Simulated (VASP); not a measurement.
Here is the system:

```
CELL_PARAMETERS angstrom
      3.24342     0.00000     0.00000
      0.00000     3.24342     0.00000
      0.00000     0.00000     3.24342
ATOMIC_POSITIONS crystal
  Hf 0.00000 0.00000 0.00000
  Ir 0.50000 0.50000 0.50000
```

Calculation: PBEsol GGA, VASP's PBE PAW potentials (set 64) (plane waves; VASP). Numerical set-up: 400 eV cut-off, Gaussian smearing of 0.050 eV, potentials Hf_pv Ir.

Task: Give the energies of bands 4 to 12 at the high-symmetry points, in eV from the Fermi level.

Result: 
```tsv
band	Γ	X	M	R
4	-9.49	-5.63	-6.41	-3.99
5	-5.84	-4.99	-6.14	-3.99
6	-5.84	-4.30	-4.11	-3.99
7	-2.56	-2.76	-4.11	-2.56
8	-2.56	-2.76	-0.73	-2.56
9	-2.56	-1.83	-0.41	-2.56
10	1.67	-1.35	0.31	-0.65
11	1.67	-0.15	0.31	-0.65
12	5.29	0.87	2.44	3.16
```

It has no gap at this level: it comes out as a metal or semimetal.

The structure comes from a computed database's HfIr entry (Pm-3m); how it stands against other phases isn't given here. It was relaxed first. The electron count is odd and the run is not spin-polarised, which forces a metal.
